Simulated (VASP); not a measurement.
# FeCo2Au: magnetic orders, part 4 of 5

Wanted: the lowest of several collinear orders of FeCo2Au. The cell is invented: it takes the structure of a Materials Project entry for Fe3Au (space group 139 there), with some of its atoms replaced by other elements, volume scaled by an estimate. It may not be a known or stable phase.

VASP 6.6.1, plane waves and PAW; the level of theory is named at each step.

Still holding for the runs below: The magnetic state follows from one typed start and may not be the lowest. The k-mesh is coarse for a metal. A U on the itinerant d states of such a compound is hard to justify; it moves the bands at the Fermi level and favours large moments.

So far. Step 2 (Relax in the ferromagnetic state): The run ended after 6 ionic steps, 0.026 eV below its first step, once forces and stress met EDIFFG = -0.02. Step 3 (Magnetic order, start order fm, signs +++): The largest moment at the end is 3.19 μB, and the moments of the cell sum to 7.01 μB. The relaxed cell has a = 3.674, c = 7.487 Å (conventional setting).

**4. Magnetic order, start order ferri 1, signs ++-**

This step: PBEsol, DFT+U (Co d 2 eV, Fe d 3 eV), spin-polarised, from moments of both signs; plane waves and PAW (Au, Co, Fe); invented cell (VASP 6.6.1).

INCAR

```
SYSTEM = FeCo2Au
PREC = Accurate
ENCUT = 350
EDIFF = 1E-06
NELM = 150
ISMEAR = 1
SIGMA = 0.05
LREAL = .FALSE.
ALGO = Normal
GGA = PS
NBANDS = 26
ISPIN = 2
MAGMOM = 0 2 2 -3
LDAU = .TRUE.
LDAUTYPE = 2
LDAUL = -1 2 2
LDAUU = 0 2 3
LDAUJ = 0 0 0
LDAUPRINT = 1
LASPH = .TRUE.
LMAXMIX = 4
LORBIT = 11
LWAVE = .FALSE.
LCHARG = .TRUE.
AMIX = 0.2
BMIX = 1E-04
AMIX_MAG = 0.8
BMIX_MAG = 1E-04
```

POSCAR

```
FeCo2Au
1.0
   -1.8372056789      1.8372056789      3.7436825917
    1.8372056789     -1.8372056789      3.7436825917
    1.8372056789      1.8372056789     -3.7436825917
Au Co Fe
1 2 1
Direct
    0.0000000000      0.0000000000      0.0000000000
    0.7500000000      0.2500000000      0.5000000000
    0.2500000000      0.7500000000      0.5000000000
    0.5000000000      0.5000000000      0.0000000000
```

KPOINTS

```
Automatic mesh
0
Gamma
7 7 7
0 0 0
```

PAW data sets: Au, Co and Fe (PBE family, release 64).

Command:

```sh
mpirun -np 1 vasp_std
```

The program printed:

```text
[... set-up lines as in an earlier step ...]
 entering main loop
       N       E                     dE             d eps       ncg     rms          rms(c)
DAV:   1     0.227058059936E+03    0.22706E+03   -0.13101E+04  4256   0.131E+03
DAV:   2    -0.983301936518E+01   -0.23689E+03   -0.22443E+03  4206   0.309E+02
DAV:   3    -0.247070571661E+02   -0.14874E+02   -0.14279E+02  4468   0.994E+01
DAV:   4    -0.249950501395E+02   -0.28799E+00   -0.28653E+00  4646   0.133E+01
DAV:   5    -0.250033004990E+02   -0.82504E-02   -0.82488E-02  5486   0.209E+00    0.222E+01
DAV:   6    -0.224179678144E+02    0.25853E+01   -0.10957E+01  4874   0.533E+01    0.188E+01
DAV:   7    -0.225756497080E+02   -0.15768E+00   -0.91241E+00  4990   0.561E+01    0.164E+01
DAV:   8    -0.214607800642E+02    0.11149E+01   -0.28568E+00  6130   0.306E+01    0.880E+00
DAV:   9    -0.215005315880E+02   -0.39752E-01   -0.66812E-01  5408   0.103E+01    0.685E+00
DAV:  10    -0.216213324219E+02   -0.12080E+00   -0.58275E-01  6546   0.698E+00    0.441E+00
DAV:  11    -0.216533484647E+02   -0.32016E-01   -0.12373E-01  5484   0.623E+00    0.286E+00
DAV:  12    -0.217027750332E+02   -0.49427E-01   -0.14513E-01  6030   0.501E+00    0.138E+00
DAV:  13    -0.217208338000E+02   -0.18059E-01   -0.29326E-02  5794   0.227E+00    0.709E-01
DAV:  14    -0.217297085511E+02   -0.88748E-02   -0.83421E-03  5418   0.126E+00    0.312E-01
DAV:  15    -0.217332686982E+02   -0.35601E-02   -0.44331E-03  5490   0.591E-01    0.193E-01
DAV:  16    -0.217344435668E+02   -0.11749E-02   -0.35655E-03  5688   0.702E-01    0.748E-02
DAV:  17    -0.217346049971E+02   -0.16143E-03   -0.45052E-04  5756   0.221E-01    0.539E-02
DAV:  18    -0.217346673783E+02   -0.62381E-04   -0.19751E-04  6410   0.172E-01    0.382E-02
DAV:  19    -0.217346701732E+02   -0.27949E-05   -0.13668E-04  6236   0.136E-01    0.270E-02
DAV:  20    -0.217346809836E+02   -0.10810E-04   -0.31957E-05  5786   0.983E-02    0.100E-02
DAV:  21    -0.217346842008E+02   -0.32172E-05   -0.78467E-06  4556   0.362E-02    0.601E-03
DAV:  22    -0.217346844145E+02   -0.21373E-06   -0.20540E-06  2394   0.179E-02
   1 F= -.21734684E+02 E0= -.21734683E+02  d E =-.437352E-05  mag=     0.0653
```

Wall time 59 s (1 MPI rank of Intel Xeon 6975P-C (Granite Rapids), shared host); peak memory 0.21 GiB.

OUTCAR, selected parts (step 4):

```text
The static configuration has the point symmetry D_4h.

 Found     40 irreducible k-points:

   NELECT =      37.0000    total number of electrons

atom =   2  type =  2  l = 2

 onsite density matrix

spin component  1

  0.8936 -0.0000  0.0000 -0.0000  0.0000
 -0.0000  0.8952 -0.0000 -0.0000  0.0000
  0.0000 -0.0000  0.9013 -0.0000  0.0000
 -0.0000 -0.0000 -0.0000  0.8952 -0.0000
  0.0000  0.0000  0.0000 -0.0000  0.9178

spin component  2

  0.8001 -0.0000 -0.0000 -0.0000  0.0000
 -0.0000  0.4373  0.0000 -0.0000  0.0000
 -0.0000  0.0000  0.8618 -0.0000 -0.0000
 -0.0000 -0.0000 -0.0000  0.4373 -0.0000
  0.0000  0.0000 -0.0000 -0.0000  0.2646

 occupancies and eigenvectors

  o =  0.2646  v =  0.0000  0.0000  0.0000  0.0000  0.0000  0.0000 -0.0000 -0.0000  0.0000 -1.0000      0.0000  0.0000  0.0000  0.0000  0.0000  0.0000  0.0000  0.0000  0.0000  0.0000
  o =  0.4373  v =  0.0000  0.0000  0.0000  0.0000  0.0000  0.0000  0.9145 -0.0000  0.4045 -0.0000      0.0000  0.0000  0.0000  0.0000  0.0000  0.0000  0.0000  0.0000  0.0000  0.0000
  o =  0.4373  v =  0.0000  0.0000  0.0000  0.0000  0.0000  0.0000  0.4045  0.0000 -0.9145 -0.0000      0.0000  0.0000  0.0000  0.0000  0.0000  0.0000  0.0000  0.0000  0.0000  0.0000
  o =  0.8001  v =  0.0000  0.0000  0.0000  0.0000  0.0000  1.0000  0.0000  0.0000  0.0000  0.0000      0.0000  0.0000  0.0000  0.0000  0.0000  0.0000  0.0000  0.0000  0.0000  0.0000
  o =  0.8618  v =  0.0000  0.0000  0.0000  0.0000  0.0000  0.0000 -0.0000  1.0000  0.0000 -0.0000      0.0000  0.0000  0.0000  0.0000  0.0000  0.0000  0.0000  0.0000  0.0000  0.0000
  o =  0.8936  v =  1.0000  0.0000  0.0000  0.0000  0.0000  0.0000  0.0000  0.0000  0.0000  0.0000      0.0000  0.0000  0.0000  0.0000  0.0000  0.0000  0.0000  0.0000  0.0000  0.0000
  o =  0.8952  v =  0.0000 -0.5222  0.0000  0.8528 -0.0000  0.0000  0.0000  0.0000  0.0000  0.0000      0.0000  0.0000  0.0000  0.0000  0.0000  0.0000  0.0000  0.0000  0.0000  0.0000
  o =  0.8952  v =  0.0000  0.8528  0.0000  0.5222  0.0000  0.0000  0.0000  0.0000  0.0000  0.0000      0.0000  0.0000  0.0000  0.0000  0.0000  0.0000  0.0000  0.0000  0.0000  0.0000
  o =  0.9013  v =  0.0000  0.0000  1.0000 -0.0000  0.0000  0.0000  0.0000  0.0000  0.0000  0.0000      0.0000  0.0000  0.0000  0.0000  0.0000  0.0000  0.0000  0.0000  0.0000  0.0000
  o =  0.9178  v =  0.0000  0.0000  0.0000 -0.0000 -1.0000  0.0000  0.0000  0.0000  0.0000  0.0000      0.0000  0.0000  0.0000  0.0000  0.0000  0.0000  0.0000  0.0000  0.0000  0.0000

atom =   3  type =  2  l = 2

 onsite density matrix

spin component  1

  0.8936 -0.0000  0.0000 -0.0000 -0.0000
 -0.0000  0.8952  0.0000 -0.0000  0.0000
  0.0000  0.0000  0.9013 -0.0000 -0.0000
 -0.0000 -0.0000 -0.0000  0.8952 -0.0000
 -0.0000  0.0000 -0.0000 -0.0000  0.9178

spin component  2

  0.8001 -0.0000 -0.0000  0.0000  0.0000
 -0.0000  0.4373  0.0000 -0.0000  0.0000
 -0.0000  0.0000  0.8618 -0.0000 -0.0000
  0.0000 -0.0000 -0.0000  0.4373 -0.0000
  0.0000  0.0000 -0.0000 -0.0000  0.2646

 occupancies and eigenvectors

  o =  0.2646  v =  0.0000  0.0000  0.0000  0.0000  0.0000  0.0000  0.0000 -0.0000  0.0000 -1.0000      0.0000  0.0000  0.0000  0.0000  0.0000  0.0000  0.0000  0.0000  0.0000  0.0000
  o =  0.4373  v =  0.0000  0.0000  0.0000  0.0000  0.0000  0.0000 -0.0347  0.0000  0.9994  0.0000      0.0000  0.0000  0.0000  0.0000  0.0000  0.0000  0.0000  0.0000  0.0000  0.0000
  o =  0.4373  v =  0.0000  0.0000  0.0000  0.0000  0.0000  0.0000 -0.9994  0.0000 -0.0347 -0.0000      0.0000  0.0000  0.0000  0.0000  0.0000  0.0000  0.0000  0.0000  0.0000  0.0000
  o =  0.8001  v =  0.0000  0.0000  0.0000  0.0000  0.0000  1.0000  0.0000  0.0000  0.0000  0.0000      0.0000  0.0000  0.0000  0.0000  0.0000  0.0000  0.0000  0.0000  0.0000  0.0000
  o =  0.8618  v =  0.0000  0.0000  0.0000  0.0000  0.0000  0.0000  0.0000  1.0000 -0.0000 -0.0000      0.0000  0.0000  0.0000  0.0000  0.0000  0.0000  0.0000  0.0000  0.0000  0.0000
  o =  0.8936  v =  1.0000  0.0000  0.0000  0.0000  0.0000  0.0000  0.0000  0.0000  0.0000  0.0000      0.0000  0.0000  0.0000  0.0000  0.0000  0.0000  0.0000  0.0000  0.0000  0.0000
  o =  0.8952  v =  0.0000  0.0313  0.0000 -0.9995  0.0000  0.0000  0.0000  0.0000  0.0000  0.0000      0.0000  0.0000  0.0000  0.0000  0.0000  0.0000  0.0000  0.0000  0.0000  0.0000
  o =  0.8952  v =  0.0000 -0.9995  0.0000 -0.0313 -0.0000  0.0000  0.0000  0.0000  0.0000  0.0000      0.0000  0.0000  0.0000  0.0000  0.0000  0.0000  0.0000  0.0000  0.0000  0.0000
  o =  0.9013  v =  0.0000  0.0000  1.0000  0.0000  0.0000  0.0000  0.0000  0.0000  0.0000  0.0000      0.0000  0.0000  0.0000  0.0000  0.0000  0.0000  0.0000  0.0000  0.0000  0.0000
  o =  0.9178  v =  0.0000  0.0000  0.0000 -0.0000 -1.0000  0.0000  0.0000  0.0000  0.0000  0.0000      0.0000  0.0000  0.0000  0.0000  0.0000  0.0000  0.0000  0.0000  0.0000  0.0000

atom =   4  type =  3  l = 2

 onsite density matrix

spin component  1

  0.7962 -0.0000  0.0000  0.0000 -0.0000
 -0.0000  0.1941  0.0000  0.0000 -0.0000
  0.0000  0.0000  0.1458  0.0000 -0.0000
  0.0000  0.0000  0.0000  0.1941 -0.0000
 -0.0000 -0.0000 -0.0000 -0.0000  0.0901

spin component  2

  0.9374 -0.0000 -0.0000 -0.0000  0.0000
 -0.0000  0.9213  0.0000  0.0000 -0.0000
 -0.0000  0.0000  0.9532  0.0000  0.0000
 -0.0000  0.0000  0.0000  0.9213  0.0000
  0.0000 -0.0000  0.0000  0.0000  0.9400

 occupancies and eigenvectors

  o =  0.0901  v =  0.0000 -0.0000  0.0000 -0.0000 -1.0000  0.0000  0.0000  0.0000  0.0000  0.0000      0.0000  0.0000  0.0000  0.0000  0.0000  0.0000  0.0000  0.0000  0.0000  0.0000
  o =  0.1458  v =  0.0000 -0.0000 -1.0000 -0.0000 -0.0000  0.0000  0.0000  0.0000  0.0000  0.0000      0.0000  0.0000  0.0000  0.0000  0.0000  0.0000  0.0000  0.0000  0.0000  0.0000
  o =  0.1941  v =  0.0000  0.0998  0.0000 -0.9950  0.0000  0.0000  0.0000  0.0000  0.0000  0.0000      0.0000  0.0000  0.0000  0.0000  0.0000  0.0000  0.0000  0.0000  0.0000  0.0000
  o =  0.1941  v =  0.0000 -0.9950  0.0000 -0.0998  0.0000  0.0000  0.0000  0.0000  0.0000  0.0000      0.0000  0.0000  0.0000  0.0000  0.0000  0.0000  0.0000  0.0000  0.0000  0.0000
  o =  0.7962  v =  1.0000  0.0000  0.0000  0.0000  0.0000  0.0000  0.0000  0.0000  0.0000  0.0000      0.0000  0.0000  0.0000  0.0000  0.0000  0.0000  0.0000  0.0000  0.0000  0.0000
  o =  0.9213  v =  0.0000  0.0000  0.0000  0.0000  0.0000  0.0000  0.9897  0.0000  0.1433  0.0000      0.0000  0.0000  0.0000  0.0000  0.0000  0.0000  0.0000  0.0000  0.0000  0.0000
  o =  0.9213  v =  0.0000  0.0000  0.0000  0.0000  0.0000  0.0000  0.1433  0.0000 -0.9897  0.0000      0.0000  0.0000  0.0000  0.0000  0.0000  0.0000  0.0000  0.0000  0.0000  0.0000
  o =  0.9374  v =  0.0000  0.0000  0.0000  0.0000  0.0000  1.0000  0.0000  0.0000  0.0000  0.0000      0.0000  0.0000  0.0000  0.0000  0.0000  0.0000  0.0000  0.0000  0.0000  0.0000
  o =  0.9400  v =  0.0000  0.0000  0.0000  0.0000  0.0000  0.0000 -0.0000  0.0000  0.0000  1.0000      0.0000  0.0000  0.0000  0.0000  0.0000  0.0000  0.0000  0.0000  0.0000  0.0000
  o =  0.9532  v =  0.0000  0.0000  0.0000  0.0000  0.0000  0.0000 -0.0000  1.0000  0.0000 -0.0000      0.0000  0.0000  0.0000  0.0000  0.0000  0.0000  0.0000  0.0000  0.0000  0.0000

 E-fermi :   9.3031

 spin component 1
 k-point     1 :       0.0000    0.0000    0.0000
  band No.  band energies     occupation
    ...
     12       6.7032      1.00000
     13       6.7412      1.00000
     14       6.7481      1.00000
     15       7.2318      1.00000
     16       8.0265      1.00000
     17       9.6032     -0.00000
     18       9.9213     -0.00000
     19      10.0974     -0.00000
     20      10.0984     -0.00000
     21      10.6160      0.00000
    ...

 k-point     2 :       0.1429   -0.0000    0.0000
  band No.  band energies     occupation
    ...
     14       6.7700      1.00000
     15       7.2707      1.00000
     16       7.8902      1.00000
     17       9.1232      1.00000
     18       9.2744      0.90794
     19       9.9771     -0.00000
     20      10.0947     -0.00000
     21      10.8317      0.00000
     22      11.5741      0.00000
     23      13.7143      0.00000
    ...

 k-point     3 :       0.2857   -0.0000    0.0000
  band No.  band energies     occupation
    ...
     14       6.7436      1.00000
     15       7.2742      1.00000
     16       7.5817      1.00000
     17       8.1627      1.00000
     18       8.5821      1.00000
     19       9.8261     -0.00000
     20      10.0943     -0.00000
     21      10.2139     -0.00000
     22      11.5912      0.00000
     23      12.3672      0.00000
    ...

 k-point     4 :       0.4286   -0.0000    0.0000
  band No.  band energies     occupation
    ...
     15       7.0487      1.00000
     16       7.3809      1.00000
     17       7.7159      1.00000
     18       8.0225      1.00000
     19       8.7595      1.00000
     20      10.0948     -0.00000
     21      10.1157     -0.00000
     22      11.0116      0.00000
     23      12.6561      0.00000
     24      13.3852      0.00000
    ...

  Total        0.2949109      0.2949109      3.1529932      0.0000000     -0.0000000      0.0000000
  in kB        9.3481752      9.3481752     99.9445350      0.0000000     -0.0000000      0.0000000
  external PRESSURE =      39.5469618 kB  Pullay stress =       0.0000000 kB

 POSITION                                       TOTAL-FORCE (eV/Angst)
 -----------------------------------------------------------------------------------
      0.00000      0.00000      0.00000        -0.000000      0.000000      0.000000
      0.00000      1.83721      1.87184        -0.000000     -0.000000     -0.000000
      1.83721      0.00000      1.87184         0.000000     -0.000000      0.000000
      0.00000      0.00000      3.74368        -0.000000      0.000000      0.000000
 -----------------------------------------------------------------------------------
    total drift:                                0.000000      0.000000      0.000000

  FREE ENERGIE OF THE ION-ELECTRON SYSTEM (eV)
  ---------------------------------------------------
  free  energy   TOTEN  =       -21.7346844145 eV

  energy  without entropy=      -21.7346800410  energy(sigma->0) =      -21.73468296

 total charge
# of ion       s       p       d       tot
------------------------------------------
    1        0.712   0.616   8.609   9.938
    2        0.433   0.460   7.278   8.171
    3        0.433   0.460   7.278   8.171
    4        0.453   0.506   6.071   7.031
--------------------------------------------------
tot          2.031   2.044  29.236  33.311

 magnetization (x)
# of ion       s       p       d       tot
------------------------------------------
    1       -0.005   0.001  -0.004  -0.008
    2        0.020   0.015   1.703   1.738
    3        0.020   0.015   1.703   1.738
    4       -0.044  -0.054  -3.250  -3.348
--------------------------------------------------
tot         -0.008  -0.023   0.153   0.121

[... 8 parts as in an earlier step ...]

[... 9 further parts left out ...]
```

Numbers from this step:

- free energy (TOTEN): -21.73 eV
- Fermi energy: 9.303 eV
- moment of the cell, from the last line of the log: 0.0653 μB

Spin moment in the PAW sphere by atom:

| atom | spin moment in the PAW sphere (μB) |
| --- | --- |
| Au1 | -0.01 |
| Co2 | 1.74 |
| Co3 | 1.74 |
| Fe4 | -3.35 |

Spin density in the ac plane of the conventional cell at fractional y = 0.000, with atoms of Au and Co and Fe within 0.2 Å of it.

Values in e/Å³, 24 rows by 14 columns, each cell a mean:
```
 0.0  0.0  0.0  0.0  0.0  0.0  0.0  0.0  0.0  0.0  0.0  0.0  0.0  0.0
 0.0  0.0  0.0  0.0  0.0  0.0  0.0  0.0  0.0  0.0  0.0  0.0  0.0  0.0
 0.0  0.0  0.0  0.0  0.0  0.0  0.0  0.0  0.0  0.0  0.0  0.0  0.0  0.0
 0.0  0.0  0.0  0.0  0.1  0.2  0.2  0.2  0.2  0.1  0.0  0.0  0.0  0.0
 0.0  0.0  0.0  0.0  0.2  0.7  1.1  1.2  1.0  0.5  0.1  0.0  0.0  0.0
 0.0  0.0  0.0  0.1  0.4  1.2  2.0  2.3  1.7  0.9  0.2  0.0  0.0  0.0
 0.0  0.0  0.0  0.1  0.3  1.0  1.6  1.8  1.5  0.7  0.2  0.0  0.0  0.0
 0.0  0.0  0.0  0.0  0.1  0.4  0.5  0.5  0.5  0.3  0.1  0.0  0.0  0.0
-0.1 -0.1 -0.1  0.0  0.0  0.1  0.0  0.0  0.1  0.0  0.0  0.0 -0.1 -0.1
-0.8 -0.6 -0.2 -0.1  0.0  0.0  0.0  0.0  0.0  0.0  0.0 -0.1 -0.3 -0.7
-2.9 -2.0 -0.8 -0.2 -0.1  0.0  0.0  0.0  0.0  0.0 -0.1 -0.3 -1.2 -2.4
-4.6 -3.3 -1.4 -0.4 -0.1  0.0  0.0  0.0  0.0  0.0 -0.1 -0.6 -2.1 -3.8
-3.9 -2.8 -1.2 -0.3 -0.1  0.0  0.0  0.0  0.0  0.0 -0.1 -0.5 -1.7 -3.2
-1.7 -1.2 -0.4 -0.1  0.0  0.0  0.0  0.0  0.0  0.0 -0.1 -0.2 -0.7 -1.4
-0.3 -0.2 -0.1  0.0  0.0  0.0  0.0  0.0  0.0  0.0  0.0 -0.1 -0.2 -0.3
-0.1 -0.1  0.0  0.0  0.1  0.2  0.2  0.2  0.2  0.1  0.0  0.0  0.0 -0.1
 0.0  0.0  0.0  0.1  0.2  0.7  1.1  1.2  1.0  0.5  0.2  0.0  0.0  0.0
 0.0  0.0  0.0  0.1  0.4  1.2  2.0  2.3  1.7  0.9  0.2  0.0  0.0  0.0
 0.0  0.0  0.0  0.1  0.3  1.0  1.6  1.8  1.5  0.7  0.2  0.0  0.0  0.0
 0.0  0.0  0.0  0.0  0.1  0.4  0.5  0.5  0.5  0.3  0.1  0.0  0.0  0.0
 0.0  0.0  0.0  0.0  0.0  0.0  0.0  0.0  0.0  0.0  0.0  0.0  0.0  0.0
 0.0  0.0  0.0  0.0  0.0  0.0  0.0  0.0  0.0  0.0  0.0  0.0  0.0  0.0
 0.0  0.0  0.0  0.0  0.0  0.0  0.0  0.0  0.0  0.0  0.0  0.0  0.0  0.0
 0.0  0.0  0.0  0.0  0.0  0.0  0.0  0.0  0.0  0.0  0.0  0.0  0.0  0.0
```
Columns run along a (3.7 Å), rows up along c (7.5 Å), edges of the conventional cell, whose origin can differ from the input's. Atoms in or near the plane, at fractional coordinates: Au at (0.00, 0.00), Co at (0.50, 0.75), Co at (0.50, 0.25), Fe at (0.00, 0.50).

Valence density in the ac plane of the conventional cell at fractional y = 0.000, with atoms of Au and Co and Fe within 0.2 Å of it. It is the smooth field of the valence electrons, not physical close to the nuclei.

Values in e/Å³, 24 rows by 14 columns, each cell a mean:
```
3.9 3.3 2.2 1.2 0.5 0.3 0.2 0.2 0.2 0.3 0.7 1.5 2.6 3.6
2.6 2.2 1.4 0.8 0.4 0.3 0.2 0.2 0.2 0.3 0.5 1.0 1.7 2.3
1.2 1.0 0.7 0.5 0.3 0.3 0.4 0.4 0.4 0.3 0.4 0.5 0.8 1.1
0.4 0.4 0.3 0.3 0.4 0.8 1.5 1.9 1.3 0.6 0.4 0.3 0.4 0.4
0.2 0.2 0.2 0.3 0.7 2.3 4.5 5.5 3.8 1.5 0.5 0.3 0.2 0.2
0.2 0.2 0.2 0.4 1.1 3.9 7.2 8.6 6.2 2.5 0.7 0.3 0.2 0.2
0.2 0.2 0.2 0.3 0.9 3.2 6.1 7.3 5.2 2.1 0.6 0.3 0.2 0.2
0.2 0.2 0.2 0.3 0.5 1.4 2.8 3.4 2.3 0.9 0.4 0.2 0.2 0.2
0.3 0.3 0.3 0.3 0.3 0.4 0.7 0.8 0.6 0.4 0.3 0.3 0.3 0.3
1.2 0.8 0.4 0.3 0.2 0.2 0.3 0.3 0.3 0.2 0.3 0.3 0.6 1.0
4.3 3.0 1.2 0.4 0.2 0.2 0.2 0.2 0.2 0.2 0.3 0.5 1.8 3.5
7.7 5.5 2.1 0.6 0.2 0.2 0.2 0.2 0.2 0.2 0.3 0.8 3.3 6.4
6.2 4.4 1.7 0.5 0.2 0.2 0.2 0.2 0.2 0.2 0.3 0.7 2.7 5.2
2.3 1.6 0.7 0.3 0.2 0.2 0.2 0.2 0.2 0.2 0.3 0.4 1.0 1.9
0.5 0.4 0.3 0.3 0.3 0.3 0.4 0.4 0.4 0.3 0.3 0.3 0.3 0.5
0.2 0.2 0.2 0.3 0.4 0.8 1.5 1.9 1.3 0.6 0.3 0.2 0.2 0.2
0.2 0.2 0.2 0.3 0.7 2.3 4.5 5.5 3.8 1.5 0.5 0.3 0.2 0.2
0.2 0.2 0.2 0.3 1.1 3.9 7.2 8.6 6.2 2.5 0.7 0.3 0.2 0.2
0.2 0.2 0.2 0.3 0.9 3.2 6.1 7.3 5.2 2.1 0.6 0.3 0.2 0.2
0.3 0.3 0.3 0.3 0.5 1.4 2.8 3.4 2.3 0.9 0.4 0.3 0.3 0.3
0.7 0.6 0.5 0.4 0.3 0.5 0.7 0.8 0.6 0.4 0.3 0.4 0.5 0.7
1.9 1.6 1.0 0.6 0.4 0.3 0.3 0.3 0.3 0.3 0.4 0.7 1.3 1.7
3.3 2.8 1.9 1.0 0.5 0.3 0.2 0.2 0.2 0.3 0.6 1.3 2.2 3.0
4.4 3.6 2.4 1.3 0.5 0.3 0.2 0.2 0.2 0.3 0.8 1.7 2.9 4.0
```
Columns run along a (3.7 Å), rows up along c (7.5 Å), edges of the conventional cell, whose origin can differ from the input's. Atoms in or near the plane, at fractional coordinates: Au at (0.00, 0.00), Co at (0.50, 0.75), Co at (0.50, 0.25), Fe at (0.00, 0.50).

The largest moment at the end is 3.35 μB, and the moments of the cell sum to 0.07 μB.

(Part 4 of 5 ends here.)

[Lines on the potential files, build, host, timing and source positions are cut from VASP's logs without a mark.]

[Logs are printed without paths, hosts, clocks, repeated set-up lines and the standing remarks that a program may print on its own settings, such as how far it seeks lower states.]

[Hosts, paths, dates, database ids (printed as entryN), source tags and the programs' standing remarks are cut or masked in the printed files.]

[In band tables of VASP the shares of atoms and orbitals are scaled to a sum of 1 inside the atoms' spheres.]

[Runs that stopped without an error message from VASP are left out.]
